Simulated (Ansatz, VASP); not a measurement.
# Cross-check of CoO between VASP and Ansatz, part 2 of 3

One calculation is typed for both programs; each brings its own data sets. How far apart do they land? The cell is taken from a series of runs on this material, whose earlier steps may have relaxed, scaled, displaced or heated it; both programs get it as it stands.

VASP 6.6.1 and Ansatz 0.2.0.

So far: Set-up; Ansatz: single point, PBEsol, DFT+U, pair 1.

### Step 3. VASP: single point, PBEsol, DFT+U, pair 1

Level of this step: PBEsol, DFT+U (Co d 7 eV), spin-polarised from a ferromagnetic start; plane waves and PAW (Co, O) (VASP).

The same cell, functional, mesh and smearing now go to VASP, with its own data sets.

Lines of VASP's logs that name or quote its potential files are left out, and so is its time.

The input, INCAR:

```
SYSTEM = CoO
PREC = Accurate
ENCUT = 520
EDIFF = 1E-06
NELM = 200
ISMEAR = -1
SIGMA = 0.05
LREAL = .FALSE.
ALGO = Normal
GGA = PS
NBANDS = 36
ISPIN = 2
MAGMOM = 2.66 2.66 2.66 0.16 0.16 0.16
LDAU = .TRUE.
LDAUTYPE = 2
LDAUL = 2 -1
LDAUU = 7 0
LDAUJ = 0 0
LDAUPRINT = 1
LASPH = .TRUE.
LMAXMIX = 4
LORBIT = 11
LWAVE = .FALSE.
LCHARG = .FALSE.
ISIF = 2
GGA_COMPAT = .FALSE.
KPAR = 2
```

The input, POSCAR:

```
CoO
1.0
    0.0000000000     -2.1315000000     -2.1315000000
   -4.2630000000      0.0000000000      0.0000000000
    2.1315000000      4.2630000000     -2.1315000000
Co O
3 3
Direct
    0.6666666667      0.6666666667      0.3333333333
    0.3333333333      0.3333333333      0.6666666667
    0.0000000000      0.0000000000      0.0000000000
    0.6666666667      0.1666666667      0.3333333333
    0.3333333333      0.8333333333      0.6666666667
    0.0000000000      0.5000000000      0.0000000000
```

The input, KPOINTS:

```
Automatic mesh
0
Gamma
8 8 8
0 0 0
```

Potentials, in the order of the species: Co and O (PBE family, release 64).

On the command line:

```bash
$ mpirun -np 2 vasp_std
```

Numbers of over 12 decimals in the logs are rounded to 6 here.

Output:

```text
[banner, memory and clock lines left out]
running    2 mpi-ranks, on    1 nodes
 distrk:  each k-point on    1 cores,    2 groups
 distr:  one band on    1 cores,    1 groups

 POSCAR found type information on POSCAR CoO
 POSCAR found :  2 types and       6 ions
|                                                                             |
|               ----> ADVICE to this user running VASP <----                  |
|                                                                             |
|     You enforced a specific xc type in the INCAR file but a different       |
|     [... a line on the potential file left out ...]
|     I HOPE YOU KNOW WHAT YOU ARE DOING!                                     |
|                                                                             |

 LDA part: xc-table for (Slater+PW92), standard interpolation
 POSCAR, INCAR and KPOINTS ok, starting setup
 FFT: planning ... GRIDC
 FFT: planning ... GRID_SOFT
 FFT: planning ... GRID
 WAVECAR not read
 entering main loop
       N       E                     dE             d eps       ncg     rms          rms(c)
DAV:   1     0.436069370095E+03    0.43607E+03   -0.20285E+04 13768   0.155E+03
DAV:   2     0.243988998921E+02   -0.41167E+03   -0.37090E+03 14000   0.369E+02
DAV:   3    -0.326988718857E+02   -0.57098E+02   -0.54853E+02 15164   0.152E+02
DAV:   4    -0.344989586380E+02   -0.18001E+01   -0.17859E+01 15364   0.286E+01
DAV:   5    -0.345373332661E+02   -0.38375E-01   -0.38363E-01 18608   0.369E+00    0.281E+01
DAV:   6    -0.307729402702E+02    0.37644E+01   -0.55827E+01 17732   0.104E+02    0.361E+01
DAV:   7    -0.310944787001E+02   -0.32154E+00   -0.74064E+00 15552   0.370E+01    0.172E+01
DAV:   8    -0.326471341290E+02   -0.15527E+01   -0.41689E+00 19864   0.145E+01    0.121E+01
DAV:   9    -0.347455543613E+02   -0.20984E+01   -0.24228E+00 18800   0.286E+01    0.504E+00
DAV:  10    -0.358172827547E+02   -0.10717E+01   -0.76038E-01 17252   0.176E+01    0.187E+00
DAV:  11    -0.361109111567E+02   -0.29363E+00   -0.24853E-01 17652   0.612E+00    0.123E+00
DAV:  12    -0.361487944356E+02   -0.37883E-01   -0.36154E-02 15688   0.168E+00    0.503E-01
DAV:  13    -0.361721474429E+02   -0.23353E-01   -0.10233E-02 15932   0.104E+00    0.169E-01
DAV:  14    -0.361739394586E+02   -0.17920E-02   -0.33060E-03 16652   0.427E-01    0.867E-02
DAV:  15    -0.361740324687E+02   -0.93010E-04   -0.40088E-04 15320   0.167E-01    0.396E-02
DAV:  16    -0.361740513259E+02   -0.18857E-04   -0.34865E-05 16564   0.742E-02    0.164E-02
DAV:  17    -0.361740556203E+02   -0.42944E-05   -0.10021E-05 15548   0.231E-02    0.622E-03
DAV:  18    -0.361740558809E+02   -0.26052E-06   -0.70658E-07  9484   0.930E-03
   1 F= -.36174056E+02 E0= -.36174056E+02  d E =-.391388E-08  mag=     9.0000
```

Parts of OUTCAR (step 3):

```text
ion  position               nearest neighbor table
   1  0.667  0.667  0.333-   6 2.13   4 2.13   5 2.13   4 2.13   6 2.13   5 2.13   2 3.01   3 3.01
                             2 3.01   3 3.01   2 3.01   3 3.01   3 3.01   3 3.01   2 3.01   2 3.01
   2  0.333  0.333  0.667-   6 2.13   5 2.13   6 2.13   5 2.13   4 2.13   4 2.13   3 3.01   1 3.01
                             1 3.01   3 3.01   1 3.01   3 3.01   3 3.01   3 3.01   1 3.01   1 3.01
   3  0.000  0.000  0.000-   4 2.13   5 2.13   4 2.13   6 2.13   6 2.13   5 2.13   2 3.01   1 3.01
                             2 3.01   1 3.01   2 3.01   1 3.01   1 3.01   1 3.01   2 3.01   2 3.01
   4  0.667  0.167  0.333-   3 2.13   1 2.13   2 2.13   1 2.13   3 2.13   2 2.13
   5  0.333  0.833  0.667-   3 2.13   2 2.13   3 2.13   2 2.13   1 2.13   1 2.13
   6  0.000  0.500  0.000-   1 2.13   2 2.13   1 2.13   3 2.13   3 2.13   2 2.13

  LATTYP: Found a body centered orthorhombic cell.
 ALAT       =     3.0143962082
 B/A-ratio  =     1.4142135624
 C/A-ratio  =     3.0000000000

 Subroutine GETGRP returns: Found  8 space group operations
 (whereof  8 operations were pure point group operations)

The static configuration has the point symmetry D_2h.

 Found     95 irreducible k-points:

   k-points           NKPTS =     95   k-points in BZ     NKDIM =     95   number of bands    NBANDS=     36

   dimension x,y,z NGX =    24 NGY =   32 NGZ =   40
   dimension x,y,z NGXF=    48 NGYF=   64 NGZF=   80

   ENCUT  =  520.0 eV  38.22 Ry    6.18 a.u.   5.60  7.93  9.71*2*pi/ulx,y,z

   NELECT =      45.0000    total number of electrons

 k-points in reciprocal lattice and weights: Automatic mesh
   0.00000000  0.00000000  0.00000000       0.002
   0.12500000  0.00000000  0.00000000       0.008
   0.25000000  0.00000000  0.00000000       0.008
   0.37500000  0.00000000  0.00000000       0.008
   0.50000000  0.00000000  0.00000000       0.004
   0.00000000  0.12500000 -0.00000000       0.008
   0.12500000  0.12500000  0.00000000       0.016
   0.25000000  0.12500000 -0.00000000       0.016
   0.37500000  0.12500000  0.00000000       0.016
[...]
o =  1.0307  v =  0.0000 -0.0000  0.5000  0.0000 -0.8660  0.0000  0.0000  0.0000  0.0000  0.0000      0.0000  0.0000  0.0000  0.0000  0.0000  0.0000  0.0000  0.0000  0.0000  0.0000
  o =  1.0324  v =  0.0000 -0.0000 -0.8660  0.0000 -0.5000  0.0000  0.0000  0.0000  0.0000  0.0000      0.0000  0.0000  0.0000  0.0000  0.0000  0.0000  0.0000  0.0000  0.0000  0.0000

 average (electrostatic) potential at core
       1 -81.2433       2 -81.2433       3 -81.2433       4 -67.5317       5 -67.5317
       6 -67.5317

 E-fermi :   7.5081

 spin component 1
 k-point     1 :       0.0000    0.0000    0.0000
  band No.  band energies     occupation
    ...
     23       5.0352      1.00000
     24       5.0352      1.00000
     25       5.2466      1.00000
     26       5.5185      1.00000
     27       5.5185      1.00000
     28       8.7371      0.00000
     29      15.4689      0.00000
     30      15.4689      0.00000
     31      16.1748      0.00000
     32      16.1748      0.00000
    ...

 k-point     2 :       0.1250    0.0000    0.0000
  band No.  band energies     occupation
    ...
     23       4.5166      1.00000
     24       4.9439      1.00000
     25       5.2156      1.00000
     26       5.2459      1.00000
     27       5.3554      1.00000
     28       9.6012      0.00000
     29      15.6277      0.00000
     30      15.6995      0.00000
     31      16.3776      0.00000
     32      16.4408      0.00000
    ...

 k-point     3 :       0.2500    0.0000    0.0000
  band No.  band energies     occupation
    ...
     23       4.1206      1.00000
     24       4.5358      1.00000
     25       4.6891      1.00000
     26       5.1843      1.00000
     27       5.5566      1.00000
     28      11.2599      0.00000
     29      14.9893      0.00000
     30      15.6960      0.00000
     31      17.1168      0.00000
     32      17.1293      0.00000
    ...

 k-point     4 :       0.3750    0.0000    0.0000
  band No.  band energies     occupation
    ...
     23       4.0270      1.00000
     24       4.0338      1.00000
     25       4.8593      1.00000
     26       4.9560      1.00000
     27       5.7063      1.00000
     28      12.9377      0.00000
     29      13.8842      0.00000
     30      15.5459      0.00000
     31      16.8101      0.00000
     32      17.4695      0.00000
    ...

 k-point     5 :       0.5000    0.0000    0.0000
  band No.  band energies     occupation
    ...
     23       3.9675      1.00000
     24       4.5337      1.00000
     25       4.5337      1.00000
     26       5.4371      1.00000
     27       5.4371      1.00000
     28      13.3955      0.00000
     29      14.4278      0.00000
     30      14.4278      0.00000
     31      17.5262      0.00000
     32      17.5262      0.00000
    ...

 k-point     6 :       0.0000    0.1250   -0.0000
  band No.  band energies     occupation
    ...
     23       4.8224      1.00000
     24       5.0663      1.00000
     25       5.2465      1.00000
     26       5.3113      1.00000
     27       5.8058      1.00000
     28       9.2551      0.00000
     29      14.9756      0.00000
     30      15.0494      0.00000
     31      16.3041      0.00000
     32      16.4456      0.00000
    ...

  Total        0.5271012     -3.4986684     -3.4986684      0.0000000      0.0003663      0.0000000
  in kB       14.5344072    -96.4730717    -96.4730717      0.0000000      0.0101003      0.0000000
  external PRESSURE =     -59.4705788 kB  Pullay stress =       0.0000000 kB

  energy-cutoff  :      520.00
  volume of cell :       58.10
      direct lattice vectors                 reciprocal lattice vectors
     0.000000000 -2.131500000 -2.131500000     0.000000000 -0.156384393 -0.312768786
    -4.263000000  0.000000000  0.000000000    -0.234576589  0.078192196 -0.078192196
     2.131500000  4.263000000 -2.131500000     0.000000000  0.156384393 -0.156384393

 POSITION                                       TOTAL-FORCE (eV/Angst)
 -----------------------------------------------------------------------------------
     -2.13150     -0.00000     -2.13150         0.000000     -0.000000      0.000000
      0.00000      2.13150     -2.13150        -0.000000      0.000000     -0.000000
      0.00000      0.00000      0.00000        -0.000000      0.000000      0.000000
     -0.00000     -0.00000     -2.13150         0.000000      0.000000     -0.000000
     -2.13150      2.13150     -2.13150         0.000000     -0.000000      0.000000
     -2.13150      0.00000      0.00000         0.000000     -0.000000     -0.000000
 -----------------------------------------------------------------------------------
    total drift:                                0.000000     -0.000000     -0.000000

  FREE ENERGIE OF THE ION-ELECTRON SYSTEM (eV)
  ---------------------------------------------------
  free  energy   TOTEN  =       -36.1740558809 eV

  energy  without entropy=      -36.1740558769  energy(sigma->0) =      -36.17405588

 total charge
# of ion       s       p       d       tot
------------------------------------------
    1        0.310   0.378   7.161   7.848
    2        0.310   0.378   7.161   7.848
    3        0.310   0.378   7.161   7.848
    4        1.543   3.456   0.000   4.999
    5        1.543   3.456   0.000   4.999
    6        1.543   3.456   0.000   4.999
--------------------------------------------------
tot          5.556  11.502  21.482  38.540

 magnetization (x)
# of ion       s       p       d       tot
------------------------------------------
    1        0.020   0.018   2.813   2.852
    2        0.020   0.018   2.813   2.852
    3        0.020   0.018   2.813   2.852
    4        0.016   0.114   0.000   0.130
    5        0.016   0.114   0.000   0.130
    6        0.016   0.114   0.000   0.130
--------------------------------------------------
tot          0.108   0.398   8.440   8.947

[... 6 further parts left out ...]
```

The magnetic state follows from one typed start and may not be the lowest.

### Step 4. Side by side

Known differences besides the potentials themselves: VASP starts from the moments at which Ansatz ended; U acts on the PAW sphere in VASP and on atomic orbitals in Ansatz, so only states and trends compare; the data sets hold 69 valence electrons in Ansatz (on its default PAW (the set named soft_2) files) and 45 in VASP; the cutoff is 420 eV in Ansatz and 520 eV in VASP; Ansatz makes its cores anew for this functional, VASP keeps those of its PBE data sets; site moments are counted in spheres of each program's own size. Total energies have different zeros and are not compared.

Compared:

| quantity | Ansatz | VASP | difference |
| --- | --- | --- | --- |
| total moment (μB) | 9.00 | 9.00 | 0.00 |
| moment on Co1 (μB) | 2.66 | 2.85 | -0.19 |
| moment on Co2 (μB) | 2.66 | 2.85 | -0.19 |
| moment on Co3 (μB) | 2.66 | 2.85 | -0.19 |
| moment on O4 (μB) | 0.16 | 0.13 | +0.03 |
| moment on O5 (μB) | 0.16 | 0.13 | +0.03 |
| moment on O6 (μB) | 0.16 | 0.13 | +0.03 |

### Step 5. Ansatz: single point, PBEsol, DFT+U, pair 2

A single point gives forces, pressure and levels at one fixed geometry, so differences don't come from the geometry; what else differs is listed under the comparison.

The cell is taken from a series of runs on this material, whose earlier steps may have relaxed, scaled, displaced or heated it; both programs get it as it stands.

The input, input.yaml:

```yaml
crystal:
  lattice:
    - [0.0, -2.1315, -2.1315]
    - [-4.263, 0.0, 0.0]
    - [2.1315, 4.263, -2.1315]
  atoms:
    - { symbol: Co, position: [0.666666667, 0.666666667, 0.333333333], spin: 3.0 }
    - { symbol: Co, position: [0.333333333, 0.333333333, 0.666666667], spin: 3.0 }
    - { symbol: Co, position: [0.0, 0.0, 0.0], spin: -3.0 }
    - { symbol: O, position: [0.666666667, 0.166666667, 0.333333333] }
    - { symbol: O, position: [0.333333333, 0.833333333, 0.666666667] }
    - { symbol: O, position: [0.0, 0.5, 0.0] }
magnetization:
  spin_polarized: true
kpoints:
  mp_grid: { grid: [8, 8, 8] }
hamiltonian:
  xc: pbesol
  hubbard:
    sites:
      - { species: Co, l: d, u_eff: 7.0 }
      - { site: 0, l: d, u_eff: 7.0, starting_ns: [{ spin: up, occupation_matrix: co1_major }, { spin: down, occupation_matrix: co1_minor }] }
      - { site: 1, l: d, u_eff: 7.0, starting_ns: [{ spin: up, occupation_matrix: co1_major }, { spin: down, occupation_matrix: co1_minor }] }
      - { site: 2, l: d, u_eff: 7.0, starting_ns: [{ spin: up, occupation_matrix: co1_minor }, { spin: down, occupation_matrix: co1_major }] }
    projectors: ortho-atomic
    occupation_matrices:
      co1_major:
        matrix:
          - [0.997, 0.0, 0.0, 0.0, 0.0]
          - [0.0, 0.999, 0.0, 0.0, 0.0]
          - [0.0, 0.0, 0.999, 0.0, 0.0]
          - [0.0, 0.0, 0.0, 0.997, 0.0]
          - [0.0, 0.0, 0.0, 0.0, 0.999]
      co1_minor:
        matrix:
          - [0.143, -0.071, 0.071, 0.0, 0.142]
          - [-0.071, 0.65, 0.308, -0.123, -0.308]
          - [0.071, 0.308, 0.65, -0.123, 0.308]
          - [0.0, -0.123, -0.123, 0.143, 0.0]
          - [0.142, -0.308, 0.308, 0.0, 0.651]
scf:
  occupations: { method: fermi_dirac, width: 0.05 }
output:
  eigenvalues: true
```

On the command line:

```bash
$ ansatz run input.yaml --threads 4 --pin off --max-ram 8192MiB --backend cpu --events-out ev --progress --plain --runs-dir out
```

Output:

```text
[...]
Crystal: 6 atoms, lattice volume = 58.104 Å³
Basis set: ecut = 420 eV, 1105 PW (Γ)
Bands: 47, of which v1, the nominal top of the filled ones, is band 35 counted from 1 (34 counted from 0)
Symmetry: 2 space group operations
k-points: 260 of 512
[...]
Starting moments: Σ|m| = 9 μB on 3 of 6 sites
[...]
k-point 1 ↑: bands = [... 31 lower, 10.5391, 10.9360, 11.2253, 11.4035, 12.1095, 15.1946, 16.6344, 16.8802, ... 8 higher]
  k-point 2 ↑: bands = [... 31 lower, 10.3664, 10.5691, 11.1919, 11.4561, 12.2843, 16.0286, 16.6203, 16.8891, ... 8 higher]
  k-point 259 ↓: bands = [... 31 lower, 11.7248, 12.4439, 16.8005, 16.9874, 17.1881, 17.6866, 17.9288, 18.0786, ... 8 higher]
Occupation matrices written to <dir>
[key lines of the parts left out:]
SCF converged after 16 iterations
Magnetization: 3.0000 μB (36.0000 up, 33.0000 down)
Free energy (F): -16952.637664 eV
Fermi energy:    13.858012 eV
```

### Step 6. VASP: single point, PBEsol, DFT+U, pair 2

The same cell, functional, mesh and smearing now go to VASP, with its own data sets.

Changes to INCAR since step 3:

```diff
@@ -10,5 +10,5 @@
 GGA = PS
-NBANDS = 36
+NBANDS = 33
 ISPIN = 2
-MAGMOM = 2.66 2.66 2.66 0.16 0.16 0.16
+MAGMOM = 2.64 2.64 -2.63 0.05 0.05 0.06
 LDAU = .TRUE.
```

POSCAR is that of step 3.

KPOINTS is that of step 3.

On the command line:

```bash
$ mpirun -np 2 vasp_std
```

Output:

```text
[banner, memory and clock lines left out]
running    2 mpi-ranks, on    1 nodes
[...]
[... a notice as in an earlier step ...]

 LDA part: xc-table for (Slater+PW92), standard interpolation
 POSCAR, INCAR and KPOINTS ok, starting setup
[...]
entering main loop
       N       E                     dE             d eps       ncg     rms          rms(c)
DAV:   1     0.431954753106E+03    0.43195E+03   -0.20607E+04 12604   0.168E+03
DAV:   2     0.256627106871E+02   -0.40629E+03   -0.37113E+03 12876   0.388E+02
DAV:   3    -0.321448190402E+02   -0.57808E+02   -0.55246E+02 14677   0.166E+02
DAV:   4    -0.341380637685E+02   -0.19932E+01   -0.19787E+01 14767   0.327E+01
[...]
DAV:  22    -0.365475652978E+02   -0.86494E-05   -0.38941E-05 18113   0.867E-02    0.774E-03
DAV:  23    -0.365475677943E+02   -0.24965E-05   -0.10627E-05 17981   0.381E-02    0.242E-03
DAV:  24    -0.365475680232E+02   -0.22883E-06   -0.15783E-06 10177   0.154E-02
   1 F= -.36547568E+02 E0= -.36547568E+02  d E =-.127914E-10  mag=     3.0001
```

From OUTCAR (step 6):

```text
  Total       -1.3994494     -2.6113662     -2.6113662      0.0000000      0.4200558      0.0000000
  in kB      -38.5887338    -72.0063990    -72.0063990      0.0000000     11.5827135      0.0000000
  external PRESSURE =     -60.8671773 kB  Pullay stress =       0.0000000 kB

 POSITION                                       TOTAL-FORCE (eV/Angst)
 -----------------------------------------------------------------------------------
     -2.13150     -0.00000     -2.13150         0.000000     -0.139775      0.139775
      0.00000      2.13150     -2.13150        -0.000000      0.139775     -0.139775
      0.00000      0.00000      0.00000         0.000000     -0.000000     -0.000000
     -0.00000     -0.00000     -2.13150        -0.000000     -0.115145      0.115145
     -2.13150      2.13150     -2.13150         0.000000      0.115145     -0.115145
     -2.13150      0.00000      0.00000        -0.000000     -0.000000     -0.000000
 -----------------------------------------------------------------------------------
    total drift:                                0.000000     -0.000000     -0.000000

  FREE ENERGIE OF THE ION-ELECTRON SYSTEM (eV)
  ---------------------------------------------------
  free  energy   TOTEN  =       -36.5475680232 eV

  energy  without entropy=      -36.5475680232  energy(sigma->0) =      -36.54756802

 magnetization (x)
# of ion       s       p       d       tot
------------------------------------------
    1        0.017   0.015   2.815   2.848
    2        0.017   0.015   2.815   2.848
    3       -0.014  -0.012  -2.793  -2.819
    4        0.004   0.022   0.000   0.026
    5        0.004   0.022   0.000   0.026
    6        0.005   0.048   0.000   0.053
--------------------------------------------------
tot          0.034   0.109   2.838   2.981

[... 1 part as in an earlier step ...]

[... 2 further parts left out ...]
[key lines of the parts left out:]
E-fermi :   7.6106
```

The run ends at a pressure of -6.09 GPa, with forces up to 0.20 eV/Å.

### Step 7. Side by side

What differs besides the data sets and the points named for the pairs above, as far as they apply: the data sets hold 69 valence electrons in Ansatz (on its default PAW (the set named soft_2) files) and 45 in VASP. Total energies have different zeros and are not compared.

The two programs side by side:

| quantity | Ansatz | VASP | difference |
| --- | --- | --- | --- |
| gap on the k mesh (eV) | 2.063 | 2.395 | -0.332 |
| total moment (μB) | 3.00 | 3.00 | 0.00 |
| moment on Co1 (μB) | 2.64 | 2.85 | -0.21 |
| moment on Co2 (μB) | 2.64 | 2.85 | -0.21 |
| moment on Co3 (μB) | -2.63 | -2.82 | +0.19 |
| moment on O6 (μB) | 0.06 | 0.05 | 0.00 |

A gap on the mesh is an upper bound, since the band edges may lie between its points.

### Step 8. Other set-ups

Further runs change the set-up of one program: Ansatz's method, potentials or start, or VASP's data sets, cutoff or form of LDA. The table gives Ansatz less VASP for each quantity, since a change that brings one quantity closer may part another.

| run | gap on the k mesh (eV) | total moment (μB) |
| --- | --- | --- |
| as above | -0.33 | -1.0e-4 |
| VASP with the data sets Co_sv and O | -0.065 | 0 |

(Continued in part 3 of 3.)

[Lines on the potential files, build, host, timing and source positions are cut from VASP's logs without a mark.]

[Logs are printed without paths, hosts, clocks, repeated set-up lines and the standing remarks that a program may print on its own settings, such as how far it seeks lower states.]

[Hosts, paths, dates, database ids (printed as entryN), source tags and the programs' standing remarks are cut or masked in the printed files.]
